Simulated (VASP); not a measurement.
```
BaTe
1.0
    0.00000     3.44784     3.44784
    3.44784     0.00000     3.44784
    3.44784     3.44784     0.00000
Ba Te
1 1
Direct
  0.00000   0.00000   0.00000
  0.50000   0.50000   0.50000
```

Method: LDA (Ceperley-Alder, Perdew-Zunger), VASP's LDA PAW potentials (set 64) (plane waves; VASP). Numerical set-up: 520 eV cut-off, 8×8×8 Γ-centred mesh, tetrahedra with Blöchl corrections, potentials Ba_sv Te.

Unless said otherwise, spin-orbit coupling is left out, though it shifts the bands of the heavy elements here.

### Question
Predict the energy per atom (σ→0), band gap (on the k-mesh) with the smallest direct gap where there is one.

### Answer

```json
{
 "band gap (on the k-mesh)": "1.29 eV",
 "smallest direct gap (on the k-mesh)": "1.67 eV",
 "energy per atom (σ→0)": "-4.806 eV/atom"
}
```

The absolute energy has meaning only against runs of the same code, potentials and settings.

The compound is BaTe in the rock salt structure. It was relaxed first.
